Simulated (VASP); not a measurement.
Here is a VASP 6.6.1 calculation.

The input INCAR:

```
PREC     = Accurate       # precision mode
ENCUT    = 520            # plane-wave cutoff, eV
EDIFF    = 1E-7           # SCF threshold, eV
ISMEAR   = 0              # smearing method
SIGMA    = 0.02           # smearing width, eV
LREAL    = F              # projectors in reciprocal space
LASPH    = T              # aspherical terms in the spheres
NELM     = 60             # most SCF steps
ALGO     = Fast           # electronic algorithm
ISIF     = 3              # what is computed and relaxed
LWAVE    = F              # write WAVECAR
LCHARG   = F              # write CHGCAR
GGA      = PS             # functional
IBRION   = 2              # ionic algorithm
NSW      = 80             # ionic steps
EDIFFG   = -0.002         # ionic threshold
KPAR     = 4
```

KPOINTS

```
regular mesh
0
Gamma
  12 12 12
```

The input POSCAR:

```
TiN
1.0
    0.0000000000      2.1190000000      2.1190000000
    2.1190000000      0.0000000000      2.1190000000
    2.1190000000      2.1190000000      0.0000000000
Ti N
1 1
Direct
    0.0000000000      0.0000000000      0.0000000000
    0.5000000000      0.5000000000      0.5000000000
```

Potentials or basis: VASP PAW PBE potentials, release 64 (Ti_sv, N).

The run is started by

```bash
$ cat potpaw_PBE.64/Ti_sv/POTCAR potpaw_PBE.64/N/POTCAR > POTCAR
$ mpirun -np 4 vasp_std > vasp.out
```

Problem. Estimate the relaxed volume.

Solution. 9.30 Å³/atom.

Problem. Predict the relaxed cell.

Solution. a = 2.974 Å, b = 2.974 Å, c = 2.974 Å, α = 60.00°, β = 60.00°, γ = 60.00°.

Problem. Estimate the space group after relaxing (to 0.05 Å).

Solution. Fm-3m (No. 225).

Problem. Estimate the band gap on the k mesh.

Solution. None (metal or under the smearing width).

Final structure:
```yaml
crystal:
  lattice:
    - [0.00000, 2.10313, 2.10313]
    - [2.10313, 0.00000, 2.10313]
    - [2.10313, 2.10313, 0.00000]
  atoms:
    - { symbol: Ti, position: [0.00000, 0.00000, 0.00000] }
    - { symbol: N, position: [0.50000, 0.50000, 0.50000] }
```

Caveat: the PAW data sets were made with another functional, which shifts forces and pressure a little.
